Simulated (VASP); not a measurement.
Level of theory: PBEsol GGA, VASP's PBE PAW potentials (set 64) (plane waves; VASP).

VASP input:

**KPOINTS**
```
Automatic mesh
0
gamma
14 14 14
0 0 0
```

POSCAR:
```
Au
4.0809030
  0.0000000000   0.4999999596   0.4999999596
  0.4999999596   0.0000000000   0.4999999596
  0.4999999596   0.4999999596   0.0000000000
Au
1
Direct
  0.0000000000   0.0000000000   0.0000000000
```

INCAR:
```
ALGO = Normal
EDIFF = 1E-7
ENCUT = 480
GGA = PS
ISIF = 2
ISMEAR = 1
LASPH = .TRUE.
LCHARG = .FALSE.
LMAXMIX = 6
LREAL = .FALSE.
LWAVE = .FALSE.
NELM = 100
PREC = Accurate
SIGMA = 0.1
SYSTEM = Au
```

POTCAR, in this order: Au (PBE.64 set). Program: vasp_std.

The resulting files:

File OSZICAR:
```
       N       E                     dE             d eps       ncg     rms          rms(c)
DAV:   1     0.386993069553E+02    0.38699E+02   -0.55717E+03  2136   0.101E+03
DAV:   2    -0.389875687229E+01   -0.42598E+02   -0.39681E+02  1929   0.191E+02
DAV:   3    -0.425880493189E+01   -0.36005E+00   -0.35943E+00  2230   0.180E+01
DAV:   4    -0.425967748122E+01   -0.87255E-03   -0.87254E-03  2163   0.957E-01
DAV:   5    -0.425968289888E+01   -0.54177E-05   -0.54185E-05  2111   0.729E-02    0.971E+00
DAV:   6    -0.394836596996E+01    0.31132E+00   -0.10151E+00  1907   0.978E+00    0.599E+00
DAV:   7    -0.392476602552E+01    0.23600E-01   -0.91726E-02  2012   0.286E+00    0.284E+00
DAV:   8    -0.392175128833E+01    0.30147E-02   -0.18843E-03  2003   0.502E-01    0.280E-01
DAV:   9    -0.392173856519E+01    0.12723E-04   -0.70513E-06  2061   0.311E-02    0.146E-02
DAV:  10    -0.392174192063E+01   -0.33554E-05   -0.10583E-06  2097   0.111E-02    0.162E-03
DAV:  11    -0.392174192992E+01   -0.92892E-08   -0.32272E-08  1185   0.186E-03
   1 F= -.39217419E+01 E0= -.39218730E+01  d E =0.393345E-03
```

### OUTCAR
```
------------------------ aborting loop because EDIFF is reached ----------------------------------------
  FORCE on cell =-STRESS in cart. coord.  units (eV):
  Direction    XX          YY          ZZ          XY          YZ          ZX
  --------------------------------------------------------------------------------------
  Total        0.0000177      0.0000177      0.0000177      0.0000000     -0.0000000     -0.0000000
  in kB        0.0016722      0.0016722      0.0016722      0.0000000     -0.0000000     -0.0000000
  external PRESSURE =       0.0016722 kB  Pullay stress =       0.0000000 kB
  volume of cell :       16.99
      direct lattice vectors                 reciprocal lattice vectors
     0.000000000  2.040451335  2.040451335    -0.245043825  0.245043825  0.245043825
     2.040451335  0.000000000  2.040451335     0.245043825 -0.245043825  0.245043825
     2.040451335  2.040451335  0.000000000     0.245043825  0.245043825 -0.245043825
 POSITION                                       TOTAL-FORCE (eV/Angst)
 -----------------------------------------------------------------------------------
      0.00000      0.00000      0.00000         0.000000     -0.000000     -0.000000
 -----------------------------------------------------------------------------------
    total drift:                               -0.000000     -0.000000      0.000000
  FREE ENERGIE OF THE ION-ELECTRON SYSTEM (eV)
  ---------------------------------------------------
  free  energy   TOTEN  =        -3.9217419299 eV

  energy  without entropy=       -3.9221352752  energy(sigma->0) =       -3.92187304
```
(Selected blocks of OUTCAR.)

The compound is Au in the fcc structure. It was relaxed first.
